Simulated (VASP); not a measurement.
Crystal: Sn2Ge.

```
Sn Ge
1.0
    -2.85000    2.85000    4.60000
     2.85000   -2.85000    4.60000
     2.85000    2.85000   -4.60000
Sn Ge
4 2
Direct
  0.41670 0.91670 0.50000
  0.08330 0.58330 0.50000
  0.66670 0.66670 0.00000
  0.33330 0.33330 0.00000
  0.00000 0.00000 0.00000
  0.75000 0.25000 0.50000
```

The cell was built by a generator and needn't be a form met in nature.

```yaml
Program: VASP 6.6.1
Task: relaxation of cell and atoms
Functional: PBE
Potentials_or_basis: VASP PAW PBE potentials, release 64 (Sn_d, Ge_d)
Cutoff: 520 eV
k_mesh: 4 × 4 × 4
Occupations: gaussian, width 0.15 eV
Spin: no spin polarisation
```

At the start: pressure 1.1 GPa; volume 24.91 Å³/atom.

Task: Where does the relaxation end?

Result: Over 15 steps the energy falls by 42.7 meV/atom and the volume is 25.22 Å³/atom (+1.3 %); space group I4_1/amd (No. 141, to 0.05 Å).

Step by step:
| step | energy change (eV) | largest force (eV/Å) | pressure (GPa) | volume (Å³) |
| --- | --- | --- | --- | --- |
| 1 | 0.0000 | 0.6595 | 1.14 | 149.45 |
| 2 | -0.0859 | 0.4732 | -0.60 | 153.31 |
| 3 | -0.1050 | 0.3919 | -1.31 | 155.54 |
| 4 | -0.1074 | 0.3575 | -1.83 | 156.53 |
| 5 | -0.1719 | 0.2942 | -1.23 | 154.07 |
| 6 | -0.2358 | 0.0629 | 4.37 | 147.27 |
| 7 | -0.2257 | 0.2205 | -0.65 | 150.73 |
| 8 | -0.2370 | 0.1422 | 0.91 | 148.99 |
| 9 | -0.2568 | 0.0419 | -0.99 | 150.68 |
| 10 | -0.2560 | 0.1118 | 0.56 | 150.58 |
| 11 | -0.2565 | 0.0419 | 0.53 | 150.65 |
| 12 | -0.2543 | 0.1170 | -0.51 | 152.20 |
| 13 | -0.2565 | 0.0570 | 0.62 | 151.11 |
| 14 | -0.2559 | 0.1044 | -0.29 | 151.57 |
| 15 | -0.2562 | 0.0516 | 0.05 | 151.35 |

Final structure:
```
CELL_PARAMETERS angstrom
-2.83158 2.83158 4.71913
2.83158 -2.83158 4.71913
2.83158 2.83158 -4.71913
ATOMIC_POSITIONS crystal
Sn 0.43705 0.93705 0.50000
Sn 0.06295 0.56295 0.50000
Sn 0.68705 0.68705 0.00000
Sn 0.31295 0.31295 0.00000
Ge 0.00000 0.00000 0.00000
Ge 0.75000 0.25000 0.50000
```

Caveat: the k mesh is coarse (spacing up to 0.39 Å⁻¹), so the values aren't converged.
